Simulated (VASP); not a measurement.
Consider the following.

```yaml
crystal:
  lattice:
    - [0.00000, 2.36847, 2.36847]
    - [2.36847, 0.00000, 2.36847]
    - [2.36847, 2.36847, 0.00000]
  atoms:
    - { symbol: Zr, position: [0.00000, 0.00000, 0.00000] }
    - { symbol: C, position: [0.50000, 0.50000, 0.50000] }
```

Calculation: r2SCAN meta-GGA, VASP's PBE PAW potentials (set 64) (plane waves; VASP). Settings: 600 eV cut-off, 12×12×12 Γ-centred mesh, first-order Methfessel-Paxton smearing of 0.10 eV, potentials Zr_sv C.

Q: Predict the energy per atom (σ→0), pressure, band gap (on the k-mesh) with the smallest direct gap where there is one.

A: 
band gap (on the k-mesh): none (metal, semimetal or under 0.01 eV)
energy per atom (σ→0): -17.360 eV/atom
pressure: -3.44 GPa

The absolute energy has meaning only against runs of the same code, potentials and settings.

The compound is ZrC in the rock salt structure. This cell was strained or had an atom moved on purpose.
